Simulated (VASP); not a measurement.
Data:

```
Zn4S3Se
1.0
    0.00000     2.71270     2.71270
    2.71270     0.00000     2.71270
   10.85401    10.85401    -0.00322
Zn Se S
4 1 3
Direct
  0.01175   0.01175   0.99119
  0.98890   0.98890   0.25832
  0.99651   0.99651   0.50262
  0.00330   0.00330   0.74752
  0.24800   0.24800   0.06400
  0.24362   0.24362   0.31728
  0.25050   0.25050   0.56213
  0.25741   0.25741   0.80694
```

Computed with PBEsol GGA, VASP's PBE PAW potentials (set 64) (plane waves; VASP). Numerical set-up: 400 eV cut-off, 8×8×2 Γ-centred mesh, tetrahedra with Blöchl corrections, potentials Zn Se S.

Estimate the energy per atom (σ→0), band gap (on the k-mesh) with the smallest direct gap where there is one.

```json
{
  "band gap (on the k-mesh)": "1.53 eV",
  "smallest direct gap (on the k-mesh)": "1.53 eV",
  "energy per atom (σ→0)": "-3.682 eV/atom"
}
```

The absolute energy has meaning only against runs of the same code, potentials and settings.

The structure was generated: Zn4S3Se was put into an ordered model structure (R3m), which need not be its known phase. It was relaxed first.
